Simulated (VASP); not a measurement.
Level of theory: PBEsol GGA, VASP's PBE PAW potentials (set 64) (plane waves; VASP).

VASP ran on this input.

File KPOINTS:
```
Automatic mesh
0
Gamma
6 4 5
0 0 0
```

### INCAR
```
! general
SYSTEM   =  SnO
PREC     =  Accurate
ENCUT    =  520
LREAL    =  F
LASPH    =  T

! electronic loop
EDIFF    =  1E-6
NELM     =  100
ALGO     =  Normal
LMAXMIX  =  4

! smearing
ISMEAR   =  0
SIGMA    =  0.05

! functional
GGA      =  PS

! ions
IBRION   =  2
NSW      =  60
ISIF     =  3
EDIFFG   =  -0.02

! output
LWAVE    =  F
LCHARG   =  F
```

POSCAR:
```
SnO
1.0
  3.3198416848   0.0000000000   0.0000000000
  0.0000000000   5.7017713884   0.0000000000
  0.0000000000   0.0000000000   3.8135198283
Sn O
2 2
Cartesian
  0.0000000000   1.3434296103   2.0277985421
  1.6599208424   4.3583417781   0.1210386280
  0.0000000000   5.0290302117   2.7391012432
  1.6599208424   0.6727411767   0.8323413291
```

POTCAR, in this order: Sn_d O (PBE.64 set). Program: vasp_std.

Output of the run:

**OSZICAR**
```
       N       E                     dE             d eps       ncg     rms          rms(c)
DAV:   1     0.416184283590E+03    0.41618E+03   -0.21099E+04  1752   0.254E+03
DAV:   2     0.305401559599E+02   -0.38564E+03   -0.37960E+03  1888   0.581E+02
DAV:   3    -0.249608353028E+02   -0.55501E+02   -0.55099E+02  2088   0.198E+02
DAV:   4    -0.271397323606E+02   -0.21789E+01   -0.21767E+01  1976   0.438E+01
DAV:   5    -0.272037611084E+02   -0.64029E-01   -0.64019E-01  2176   0.757E+00    0.109E+01
DAV:   6    -0.239427654318E+02    0.32610E+01   -0.22587E+01  2872   0.525E+01    0.491E+00
DAV:   7    -0.238736580547E+02    0.69107E-01   -0.21051E+00  2040   0.969E+00    0.258E+00
DAV:   8    -0.238565473172E+02    0.17111E-01   -0.58192E-01  2552   0.555E+00    0.102E+00
DAV:   9    -0.238322996173E+02    0.24248E-01   -0.15642E-01  2728   0.396E+00    0.236E-01
DAV:  10    -0.238343165397E+02   -0.20169E-02   -0.18883E-02  2536   0.130E+00    0.208E-01
DAV:  11    -0.238332500939E+02    0.10664E-02   -0.51285E-03  2704   0.703E-01    0.261E-02
DAV:  12    -0.238333117694E+02   -0.61676E-04   -0.72776E-04  1800   0.169E-01    0.347E-02
DAV:  13    -0.238333043321E+02    0.74373E-05   -0.32453E-05  2664   0.643E-02    0.161E-02
DAV:  14    -0.238333025938E+02    0.17383E-05   -0.35746E-06  1816   0.131E-02    0.923E-03
DAV:  15    -0.238333014123E+02    0.11815E-05   -0.29559E-06  1488   0.133E-02    0.116E-03
DAV:  16    -0.238333014693E+02   -0.57005E-07   -0.26103E-07   912   0.431E-03
   1 F= -.23833301E+02 E0= -.23833301E+02  d E =-.238333E+02
```

OUTCAR:
```
------------------------ aborting loop because EDIFF is reached ----------------------------------------
  FORCE on cell =-STRESS in cart. coord.  units (eV):
  Direction    XX          YY          ZZ          XY          YZ          ZX
  --------------------------------------------------------------------------------------
  Total        0.0299475      0.0644562      0.0326396      0.0000000      0.0000000      0.0000000
  in kB        0.6646886      1.4306137      0.7244401      0.0000000      0.0000000      0.0000000
  external PRESSURE =       0.9399141 kB  Pullay stress =       0.0000000 kB
  volume of cell :       72.19
      direct lattice vectors                 reciprocal lattice vectors
     3.319841685  0.000000000  0.000000000     0.301219183  0.000000000  0.000000000
     0.000000000  5.701771388  0.000000000     0.000000000  0.175384092  0.000000000
     0.000000000  0.000000000  3.813519828     0.000000000  0.000000000  0.262224938
 POSITION                                       TOTAL-FORCE (eV/Angst)
 -----------------------------------------------------------------------------------
      0.00000      1.34343      2.02780         0.000000      0.001232      0.000447
      1.65992      4.35834      0.12104         0.000000     -0.001232      0.000447
      0.00000      5.02903      2.73910         0.000000      0.019104     -0.000447
      1.65992      0.67274      0.83234         0.000000     -0.019104     -0.000447
 -----------------------------------------------------------------------------------
    total drift:                                0.000000      0.000000     -0.000183
  FREE ENERGIE OF THE ION-ELECTRON SYSTEM (eV)
  ---------------------------------------------------
  free  energy   TOTEN  =       -23.8333014693 eV

  energy  without entropy=      -23.8333014693  energy(sigma->0) =      -23.83330147

 reached required accuracy - stopping structural energy minimisation
```
(Selected blocks of OUTCAR.)

### OUTCAR
```
 val. band max:        5.8594747581   @ k =   0.0000   0.0000   0.0000

 cond. band min:       7.2592104723   @ k =   0.3333   0.5000   0.0000


 Fermi energy:         6.0945767122

 k-point     1 :       0.0000    0.0000    0.0000
  band No.  band energies     occupation
      1     -15.3402      2.00000
      2     -14.9929      2.00000
      3     -14.9220      2.00000
      4     -14.8623      2.00000
      5     -14.8342      2.00000
      6     -14.8256      2.00000
      7     -14.7876      2.00000
      8     -14.7760      2.00000
      9     -14.7248      2.00000
     10     -14.7105      2.00000
     11     -13.2299      2.00000
     12     -11.1718      2.00000
     13      -1.6153      2.00000
     14      -0.3561      2.00000
     15       1.4384      2.00000
     16       1.7273      2.00000
     17       2.0261      2.00000
     18       3.1318      2.00000
     19       3.5814      2.00000
     20       5.8595      2.00000
     21       9.0588      0.00000
     22       9.2993      0.00000
     23      12.2175      0.00000
     24      12.2553      0.00000

 k-point     2 :       0.1667    0.0000    0.0000
  band No.  band energies     occupation
      1     -15.3274      2.00000
      2     -14.9996      2.00000
      3     -14.9114      2.00000
      4     -14.9033      2.00000
      5     -14.8490      2.00000
      6     -14.8249      2.00000
      7     -14.7912      2.00000
      8     -14.7725      2.00000
      9     -14.7531      2.00000
     10     -14.7238      2.00000
     11     -12.9425      2.00000
     12     -11.1546      2.00000
     13      -1.7000      2.00000
     14      -0.2454      2.00000
     15       0.9720      2.00000
     16       1.4663      2.00000
     17       2.2517      2.00000
     18       3.3542      2.00000
     19       3.5185      2.00000
     20       5.7934      2.00000
     21       9.3912      0.00000
     22       9.6959      0.00000
     23      11.4987      0.00000
     24      11.9006      0.00000
...
```

Without a dispersion term in the relaxation, distances and binding between the weakly bound layers, chains or molecules are unreliable, and so is what depends on them. Unless said otherwise, spin-orbit coupling is left out, though it shifts the bands of the heavy elements here.

The structure comes from a computed database's SnO entry (Pmn2_1); how it stands against other phases isn't given here. It was relaxed first, which changed the volume by -10 %. The start is the result of an earlier pass.
